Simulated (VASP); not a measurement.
AlN (relaxed from the wurtzite structure, space group P6_3mc) is relaxed at rising pressure, each step from the one before. Symmetry mostly holds the structure type, and other phases were not tried. The mesh follows the cell, and a change of mesh leaves a small step in the series.

Given:

```cif
data_Al2N2
_chemical_formula_sum 'Al2 N2'
_space_group_name_H-M_alt 'P 1'
_space_group_IT_number 1
_cell_length_a 3.11230
_cell_length_b 3.11230
_cell_length_c 4.98431
_cell_angle_alpha 90.000
_cell_angle_beta 90.000
_cell_angle_gamma 120.000
loop_
_space_group_symop_operation_xyz
  'x, y, z'
loop_
_atom_site_label
_atom_site_type_symbol
_atom_site_fract_x
_atom_site_fract_y
_atom_site_fract_z
_atom_site_occupancy
Al1 Al 0.33333 0.66667 0.99655 1
Al2 Al 0.66667 0.33333 0.49655 1
N1 N 0.33333 0.66667 0.37845 1
N2 N 0.66667 0.33333 0.87845 1
```

Computed with PBEsol GGA, VASP's PBE PAW potentials (set 64) (plane waves; VASP). Settings: 620 eV cut-off, 8×8×5 Γ-centred mesh, Gaussian smearing of 0.050 eV, potentials Al N.

| P (GPa) | V (Å³/atom) | H − H(0) (eV/atom) | space group | k-mesh |
|---|---|---|---|---|
| 0 | 10.45 | 0.000 | P6_3mc | 8×8×5 |
| 5 | 10.20 | 0.323 | P6_3mc | 8×8×5 |
| 10 | 9.99 | 0.638 | P6_3mc | 8×8×5 |
| 20 | 9.61 | 1.250 | P6_3mc | 8×8×5 |
| 30 | 9.29 | 1.840 | P6_3mc | 8×8×5 |
| 45 | 8.88 | 2.690 | P6_3mc | 9×9×5 |

Pressures at which the relaxation failed are left out.

The structure was generated: AlN was put into the wurtzite type (P6_3mc), which need not be its known phase.
